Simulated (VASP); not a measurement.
A VASP calculation is set up with these files.

**POSCAR**
```
Cs2O2
1
   -2.2188600000     3.2959330000     3.8695220000
    2.2188600000    -3.2959330000     3.8695220000
    2.2188600000     3.2959330000    -3.8695220000
Cs O
2 2
Direct
  0.2535600000   0.2535600000   0.0000000000
  0.7464400000   0.7464400000   0.0000000000
  0.6172000000   0.0000000000   0.6172000000
  0.3828000000   0.0000000000   0.3828000000
```

### KPOINTS
```
K-points
0
G
 7 7 7
0 0 0
```

**INCAR**
```
! general
SYSTEM  = Cs2O2
PREC    = Accurate
ENCUT   = 400   ! plane-wave cut-off (eV)
LREAL   = .FALSE.
LASPH   = .TRUE.   ! aspherical one-centre terms

! electronic loop
EDIFF   = 1E-6   ! SCF stop (eV)
NELM    = 100
ALGO    = Normal   ! blocked Davidson
LMAXMIX = 4   ! l cut-off of mixed one-centre charges

! smearing
ISMEAR  = 0
SIGMA   = 0.01

! functional
GGA     = PS

! ions
ISIF    = 2

! output
LWAVE   = .FALSE.
LCHARG  = .FALSE.
```

POTCAR, in this order: Cs_sv O (PBE.64 set). Program: vasp_std.

Problem. Write an equivalent input for Quantum ESPRESSO's pw.x.

Solution. One equivalent input (not run):
```
&CONTROL
  calculation = 'scf'
  pseudo_dir = './pseudo'
  outdir = './out'
  tprnfor = .true.
  tstress = .true.
/
&SYSTEM
  ibrav = 0
  nat = 4
  ntyp = 2
  ecutwfc = 84
  occupations = 'smearing'
  smearing = 'gaussian'
  degauss = 0.000735
  input_dft = 'pbesol'
/
&ELECTRONS
  conv_thr = 7.3e-08
  electron_maxstep = 100
/
ATOMIC_SPECIES
  Cs 132.905 Cs.upf
  O 15.999 O.upf
CELL_PARAMETERS angstrom
    -2.2188600    3.2959330    3.8695220
     2.2188600   -3.2959330    3.8695220
     2.2188600    3.2959330   -3.8695220
ATOMIC_POSITIONS crystal
  Cs   0.2535600  0.2535600  0.0000000
  Cs   0.7464400  0.7464400  0.0000000
  O    0.6172000  0.0000000  0.6172000
  O    0.3828000  0.0000000  0.3828000
K_POINTS automatic
  7 7 7 0 0 0
```
The two are equivalent in intent, not identical: the potentials are each code's own (VASP's PAW set, PseudoDojo norm-conserving files in pw.x), so ENCUT and ecutwfc are chosen apart and not converted; conv_thr bounds pw.x's estimated SCF error, while EDIFF bounds the energy change between steps.

The structure comes from a computed database's Cs2O2 entry (Immm); how it stands against other phases isn't given here. The cell was not relaxed at this level.
